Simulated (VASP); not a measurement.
# CaI (P-6m2) in VASP: a series of runs

The runs below take CaI through single point, with PBE.

All numbers are computed with VASP 6.6.1; they aren't measurements. Logs are shortened: lines on timing, memory, paths and dates and some standing lists are left out, and cuts for length are marked.

**1. The structure**

The structure is hexagonal, space group P-6m2 (No. 187). The conventional cell has a = 4.147 Å, b = 4.147 Å, c = 4.576 Å, α = 90.00°, β = 90.00°, γ = 120.00°. Around Ca (site symmetry -6m2) lie 6 I at 3.31 Å. I (site symmetry -6m2) has 6 Ca at 3.31 Å as nearest neighbours.

The cell comes from a database or a generator and needn't be the stable form of this composition.

**2. Single point, PBE**

INCAR

```
SYSTEM = CaI
PREC     = Accurate       ! precision mode
ENCUT    = 520            ! plane-wave cutoff, eV
EDIFF    = 1E-6           ! SCF threshold, eV
ISMEAR   = 1              ! smearing method
SIGMA    = 0.25           ! smearing width, eV
LREAL    = .False.        ! projectors in reciprocal space
LASPH    = .True.         ! aspherical terms in the spheres
NELM     = 100            ! most SCF steps
ALGO     = Normal         ! electronic algorithm
ISIF     = 2              ! what is computed and relaxed
LWAVE    = .False.        ! write WAVECAR
LCHARG   = .False.        ! write CHGCAR
GGA      = PE             ! functional
NBANDS   = 16             ! bands
```

KPOINTS

```
Automatic mesh
0
Gamma
  7 7 6
  0 0 0
```

POSCAR

```
CaI
1.0
    4.1468200000      0.0000000000      0.0000000000
   -2.0734100000      3.5912520000      0.0000000000
    0.0000000000      0.0000000000      4.5762290000
Ca I
1 1
Direct
    0.0000000000      0.0000000000      0.5000000000
    0.6666666667      0.3333333333      0.0000000000
```

Potentials or basis: VASP PAW PBE potentials, release 64 (Ca_sv, I).

Launch:

```console
cat potpaw_PBE.64/Ca_sv/POTCAR potpaw_PBE.64/I/POTCAR > POTCAR
mpirun -np 1 vasp_std > vasp.out
```

OUTCAR:

```text
SYSTEM = CaI
   PREC = Accurate
   ENCUT = 520
   EDIFF = 1E-6
   ISMEAR = 1
   LREAL = .False.
   LASPH = .True.
   NELM = 100
   ISIF = 2
   GGA = PE

 ion  position               nearest neighbor table
   1  0.000  0.000  0.500-   2 3.31   2 3.31   2 3.31   2 3.31   2 3.31   2 3.31
   2  0.667  0.333  0.000-   1 3.31   1 3.31   1 3.31   1 3.31   1 3.31   1 3.31

  LATTYP: Found a hexagonal cell.
 ALAT       =     4.1468200000
 C/A-ratio  =     1.1035513960

  Lattice vectors:

 A1 = (   4.1468200000,   0.0000000000,   0.0000000000)
 A2 = (  -2.0734100000,   3.5912520000,   0.0000000000)
 A3 = (   0.0000000000,   0.0000000000,   4.5762290000)

Analysis of symmetry for initial positions (statically):
=====================================================================
 Subroutine PRICEL returns:
 Original cell was already a primitive cell.

 Routine SETGRP: Setting up the symmetry group for a
 hexagonal supercell.

 Subroutine GETGRP returns: Found 12 space group operations
 (whereof 12 operations were pure point group operations)
 out of a pool of 24 trial point group operations.

The static configuration has the point symmetry D_3h.

Analysis of symmetry for dynamics (positions and initial velocities):
=====================================================================
 Subroutine PRICEL returns:
 Original cell was already a primitive cell.

 Routine SETGRP: Setting up the symmetry group for a
 hexagonal supercell.

 Subroutine GETGRP returns: Found 12 space group operations
 (whereof 12 operations were pure point group operations)
 out of a pool of 24 trial point group operations.

The dynamic configuration has the point symmetry D_3h.

 Subroutine INISYM returns: Found 12 space group operations
 (whereof 12 operations are pure point group operations),
 and found     1 'primitive' translations

----------------------------------------------------------------------------------------

                                     Primitive cell

  volume of cell :      68.1505

  direct lattice vectors                    reciprocal lattice vectors
     4.146820000  0.000000000  0.000000000     0.241148639  0.139227211  0.000000000
    -2.073410000  3.591252000  0.000000000     0.000000000  0.278454422  0.000000000
     0.000000000  0.000000000  4.576229000     0.000000000  0.000000000  0.218520533

  length of vectors
     4.146820000  4.146820463  4.576229000     0.278454453  0.278454422  0.218520533

  position of ions in fractional coordinates (direct lattice)
     0.000000000  0.000000000  0.500000000
[... 81 lines left out ...]
   NSW    =      0    number of steps for IOM
   IBRION =     -1    ionic relax: 0-MD 1-quasi-New 2-CG
   NFREE  =      0    steps in history (QN), initial steepest desc. (CG)
   ISIF   =      2    stress and relaxation
   ISYM   =      2    0-nonsym 1-usesym 2-fastsym
   POTIM  = 0.5000    time-step for ionic-motion
   TEBEG  =    0.0;   TEEND  =   0.0 temperature during run
   PSTRESS=    0.0 pullay stress
   NELECT =      17.0000    total number of electrons
   NUPDOWN=      -1.0000    fix difference up-down
   EMIN   =  10.00;   EMAX   =-10.00  energy-range for DOS
   EFERMI =   0.00;   METHOD = LEGACY
   ISMEAR =     1;   SIGMA  =   0.25  broadening in eV -4-tet -1-fermi 0-gaus
   EFERMI_NEDOS =   21; number of points for ismear=-14 and -15
   IALGO  =     38    algorithm
   IMIX   =      4    mixing-type and parameters
     AMIX     =   0.40;   BMIX     =  1.00
     AMIX_MAG =   1.60;   BMIX_MAG =  1.00
  volume/ion in A,a.u.               =      34.08       229.95
  Fermi-wavevector in a.u.,A,eV,Ry     =   1.030548  1.947453 14.449783  1.062029
  Thomas-Fermi vector in A             =   2.164652
   LORBIT       =      0    0 simple, 1 ext, 2 COOP (PROOUT), +10 PAW based schemes
   GGA     = PE    functional components
   LHFCALC =     F    Hartree Fock is set to
   AEXX    =    0.0000 exact exchange contribution
   IVDW    =     0    specifies the selected vdW correction
   LEPSILON=     F    determine dielectric tensor
   LRPA    =     F    only Hartree local field effects (RPA)
 non-spin polarized calculation
 Methfessel and Paxton  Order N= 1 SIGMA  =   0.25
  energy-cutoff  :      520.00
  volume of cell :       68.15
 maximum number of plane-waves:      1871
 NGX is ok and might be reduce to    32
   NGX = 15   NGY = 15   NGZ = 17

 number of electron      17.0000000 magnetization

 Free energy of the ion-electron system (eV)
  ---------------------------------------------------
  ext. energy  EPLUGINS =         0.00000000
  ---------------------------------------------------
  free energy    TOTEN  =        -5.39926696 eV

  energy without entropy =       -5.38683194  energy(sigma->0) =       -5.39512196

 E-fermi :   5.5931     XC(G=0):  -8.6949

 val. band max:        5.5536558181   @ k =   0.2857   0.0000   0.5000
 cond. band min:       5.6380521823   @ k =   0.2857   0.0000   0.3333
 fundamental gap:      0.0843963642
 Fermi energy:         5.5931283903

 k-point     1 :       0.0000    0.0000    0.0000
  band No.  band energies     occupation
      1     -36.8436      2.00000
      2     -17.9076      2.00000
      3     -17.8124      2.00000
      4     -17.8124      2.00000
      5      -9.5374      2.00000
      6       0.7847      2.00000
[... 433 lines left out ...]
      3     -17.8639      2.00000
      4     -17.8458      2.00000
      5      -8.9639      2.00000
      6      -0.1213      2.00000
[... 8 lines left out ...]
     15       9.7984     -0.00000
     16      10.8829      0.00000

 [... further k-points ...]

------------------------ aborting loop because EDIFF is reached ----------------------------------------

  FORCE on cell =-STRESS in cart. coord.  units (eV):
  Direction    XX          YY          ZZ          XY          YZ          ZX
  --------------------------------------------------------------------------------------
  -------------------------------------------------------------------------------------
  Total       -0.0821931     -0.0821932      0.1154708     -0.0000000      0.0000000      0.0000000
  in kB       -1.9323123     -1.9323128      2.7146508     -0.0000000      0.0000000      0.0000000
  external PRESSURE =      -0.3833248 kB  Pullay stress =       0.0000000 kB

 VOLUME and BASIS-vectors are now :
 -----------------------------------------------------------------------------
  energy-cutoff  :      520.00
  volume of cell :       68.15
      direct lattice vectors                 reciprocal lattice vectors
     4.146820000  0.000000000  0.000000000     0.241148639  0.139227211  0.000000000
    -2.073410000  3.591252000  0.000000000     0.000000000  0.278454422  0.000000000
     0.000000000  0.000000000  4.576229000     0.000000000  0.000000000  0.218520533

 POSITION                                       TOTAL-FORCE (eV/Angst)
 -----------------------------------------------------------------------------------
      0.00000      0.00000      2.28811         0.000000      0.000000      0.000000
      2.07341      1.19708      0.00000        -0.000000     -0.000000      0.000000
 -----------------------------------------------------------------------------------
    total drift:                               -0.000000     -0.000002      0.000000

  FREE ENERGIE OF THE ION-ELECTRON SYSTEM (eV)
  ---------------------------------------------------
  free  energy   TOTEN  =        -5.3992669633 eV

  energy  without entropy=       -5.3868319388  energy(sigma->0) =       -5.39512196
```

OSZICAR:

```text
N       E                     dE             d eps       ncg     rms          rms(c)
DAV:   1     0.116095113001E+03    0.11610E+03   -0.75566E+03  1024   0.904E+02
DAV:   2     0.135114675265E+01   -0.11474E+03   -0.11068E+03  1336   0.239E+02
DAV:   3    -0.533281494377E+01   -0.66840E+01   -0.66361E+01  1920   0.487E+01
DAV:   4    -0.544142041366E+01   -0.10861E+00   -0.10850E+00  1200   0.611E+00
DAV:   5    -0.544464222959E+01   -0.32218E-02   -0.32217E-02  1656   0.822E-01    0.428E+00
DAV:   6    -0.539780069731E+01    0.46842E-01   -0.97261E-02  1304   0.231E+00    0.272E+00
DAV:   7    -0.540005781546E+01   -0.22571E-02   -0.62348E-02  1320   0.202E+00    0.493E-01
DAV:   8    -0.539914297355E+01    0.91484E-03   -0.75661E-03  1272   0.754E-01    0.834E-02
DAV:   9    -0.539924671598E+01   -0.10374E-03   -0.58295E-04  1592   0.158E-01    0.343E-02
DAV:  10    -0.539925995137E+01   -0.13235E-04   -0.51629E-05  1168   0.583E-02    0.118E-02
DAV:  11    -0.539926656546E+01   -0.66141E-05   -0.85121E-06  1200   0.223E-02    0.438E-03
DAV:  12    -0.539926696334E+01   -0.39788E-06   -0.66121E-07   840   0.521E-03
   1 F= -.53992670E+01 E0= -.53951220E+01  d E =-.124350E-01
```

stdout:

```text
POSCAR found type information on POSCAR CaI
 POSCAR found :  2 types and       2 ions
 scaLAPACK will be used
 LDA part: xc-table for (Slater+PW92), standard interpolation
 POSCAR, INCAR and KPOINTS ok, starting setup
 FFT: planning ... GRIDC
 FFT: planning ... GRID_SOFT
 FFT: planning ... GRID
 WAVECAR not read
 entering main loop
```

Wall time 14 s (1 thread of Intel Xeon 6975P-C (Granite Rapids), shared host); peak memory 0.2 GiB.

What came out:

* Free energy: -5.3993 eV
* Pressure: 0.0 GPa
* Band gap on the k mesh: none (metal or under the smearing width)

Stress tensor (GPa, compression positive):
```
-0.19  0.00  0.00
 0.00 -0.19  0.00
 0.00  0.00  0.27
```

Caveat: an odd number of electrons without spin polarisation forces a metal; a magnetic or distorted state may lie lower. Spin-orbit coupling is left out, which matters for the levels of I.

**3. Single point, PBE**

INCAR

```
PREC = Accurate
ENCUT = 520
EDIFF = 1E-6
ISMEAR = 1
SIGMA = 0.15
LREAL = False
LASPH = True
NELM = 100
ALGO = Normal
ISIF = 2
LWAVE = False
LCHARG = False
GGA = PE
NBANDS = 16
```

KPOINTS

```
Automatic mesh
0
Gamma
  7 7 6
```

POSCAR is that of step 2.

Potentials or basis: VASP PAW PBE potentials, release 64 (Ca_sv, I).

Launch:

```console
cat potpaw_PBE.64/Ca_sv/POTCAR potpaw_PBE.64/I/POTCAR > POTCAR
mpirun -np 1 vasp_std > vasp.out
```

OUTCAR:

```text
PREC = Accurate
   ENCUT = 520
   EDIFF = 1E-6
   ISMEAR = 1
   LREAL = False
   LASPH = True
   NELM = 100
   ISIF = 2
   GGA = PE

 ion  position               nearest neighbor table
   1  0.000  0.000  0.500-   2 3.31   2 3.31   2 3.31   2 3.31   2 3.31   2 3.31
   2  0.667  0.333  0.000-   1 3.31   1 3.31   1 3.31   1 3.31   1 3.31   1 3.31

  LATTYP: Found a hexagonal cell.
 ALAT       =     4.1468200000
 C/A-ratio  =     1.1035513960

  Lattice vectors:

 A1 = (   4.1468200000,   0.0000000000,   0.0000000000)
 A2 = (  -2.0734100000,   3.5912520000,   0.0000000000)
 A3 = (   0.0000000000,   0.0000000000,   4.5762290000)

Analysis of symmetry for initial positions (statically):
=====================================================================
 Subroutine PRICEL returns:
 Original cell was already a primitive cell.

 Routine SETGRP: Setting up the symmetry group for a
 hexagonal supercell.

 Subroutine GETGRP returns: Found 12 space group operations
[... 159 lines left out ...]
  ---------------------------------------------------
  ext. energy  EPLUGINS =         0.00000000
  ---------------------------------------------------
  free energy    TOTEN  =        -5.39628605 eV

  energy without entropy =       -5.39434756  energy(sigma->0) =       -5.39563989

 E-fermi :   5.5827     XC(G=0):  -8.6951

 val. band max:        5.5522823685   @ k =   0.2857   0.0000   0.5000
 cond. band min:       5.6368114888   @ k =   0.2857   0.0000   0.3333
 fundamental gap:      0.0845291203
 Fermi energy:         5.5826698783

 k-point     1 :       0.0000    0.0000    0.0000
  band No.  band energies     occupation
      1     -36.8457      2.00000
      2     -17.9083      2.00000
      3     -17.8150      2.00000
      4     -17.8150      2.00000
      5      -9.5370      2.00000
      6       0.7843      2.00000
[... 433 lines left out ...]
      3     -17.8665      2.00000
      4     -17.8484      2.00000
      5      -8.9635      2.00000
      6      -0.1204      2.00000
[... 8 lines left out ...]
     15       9.7969      0.00000
     16      10.8833      0.00000

 [... further k-points ...]
[... 5 lines left out ...]
  --------------------------------------------------------------------------------------
  -------------------------------------------------------------------------------------
  Total       -0.0975172     -0.0975172      0.1226992      0.0000000      0.0000000      0.0000000
  in kB       -2.2925717     -2.2925724      2.8845856      0.0000000      0.0000000      0.0000000
  external PRESSURE =      -0.5668528 kB  Pullay stress =       0.0000000 kB

 VOLUME and BASIS-vectors are now :
 -----------------------------------------------------------------------------
  energy-cutoff  :      520.00
  volume of cell :       68.15
      direct lattice vectors                 reciprocal lattice vectors
     4.146820000  0.000000000  0.000000000     0.241148639  0.139227211  0.000000000
    -2.073410000  3.591252000  0.000000000     0.000000000  0.278454422  0.000000000
     0.000000000  0.000000000  4.576229000     0.000000000  0.000000000  0.218520533

 POSITION                                       TOTAL-FORCE (eV/Angst)
 -----------------------------------------------------------------------------------
      0.00000      0.00000      2.28811         0.000000      0.000000      0.000000
      2.07341      1.19708      0.00000        -0.000000     -0.000000      0.000000
 -----------------------------------------------------------------------------------
    total drift:                               -0.000000     -0.000002      0.000000

  FREE ENERGIE OF THE ION-ELECTRON SYSTEM (eV)
  ---------------------------------------------------
  free  energy   TOTEN  =        -5.3962860534 eV

  energy  without entropy=       -5.3943475574  energy(sigma->0) =       -5.39563989
```

stdout:

```text
POSCAR found type information on POSCAR CaI
 POSCAR found :  2 types and       2 ions
 scaLAPACK will be used
 LDA part: xc-table for (Slater+PW92), standard interpolation
 POSCAR, INCAR and KPOINTS ok, starting setup
 FFT: planning ... GRIDC
 FFT: planning ... GRID_SOFT
 FFT: planning ... GRID
 WAVECAR not read
 entering main loop
```

It took 14 s on 1 thread of Intel Xeon 6975P-C (Granite Rapids), shared host; peak memory 0.19 GiB.

What came out:

* Free energy: -5.3963 eV
* Pressure: -0.1 GPa
* Band gap on the k mesh: none (metal or under the smearing width)

Stress tensor (GPa, compression positive):
```
-0.23  0.00  0.00
 0.00 -0.23  0.00
 0.00  0.00  0.29
```

Levels at points of the mesh, in eV from the Fermi level:
```tsv
k point	band 7	band 8	band 9	band 10	band 11	band 12
(0.00, 0.00, 0.00)	-3.64	-3.64	-1.45	0.64	2.24	2.24
(0.00, 0.00, 0.50)	-3.53	-3.53	1.42	1.49	1.49	2.21
```

Caveat: an odd number of electrons without spin polarisation forces a metal; a magnetic or distorted state may lie lower. Spin-orbit coupling is left out, which matters for the levels of I.
